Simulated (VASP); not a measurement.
Data:

```yaml
crystal:
  lattice:
    - [2.20078, -3.78192, 0.00000]
    - [2.20078, 3.78192, 0.00000]
    - [0.00000, 0.00000, 4.54302]
  atoms:
    - { symbol: Ga, position: [0.15567, 0.84433, 0.91432] }
    - { symbol: Ga, position: [0.34433, 0.65567, 0.41432] }
    - { symbol: Ga, position: [0.65567, 0.34433, 0.58568] }
    - { symbol: Ga, position: [0.84433, 0.15567, 0.08568] }
```

These are r2SCAN+rVV10, VASP's PBE PAW potentials (set 64) (plane waves; VASP) values and carry that method's errors. Numerical set-up: 520 eV cut-off, 9×9×8 Γ-centred mesh, tetrahedra with Blöchl corrections, potentials Ga_d.

Task: What does the run give for the energy per atom (σ→0), band gap (over mesh and band path) with the smallest direct gap where there is one?

Result: 
```json
{
  "band gap (over mesh and band path)": "none (metal, semimetal or under 0.01 eV)",
  "energy per atom (σ→0)": "-11.034 eV/atom"
}
```

The absolute energy has meaning only against runs of the same code, potentials and settings.

The compound is Ga in the alpha structure. It was relaxed first.
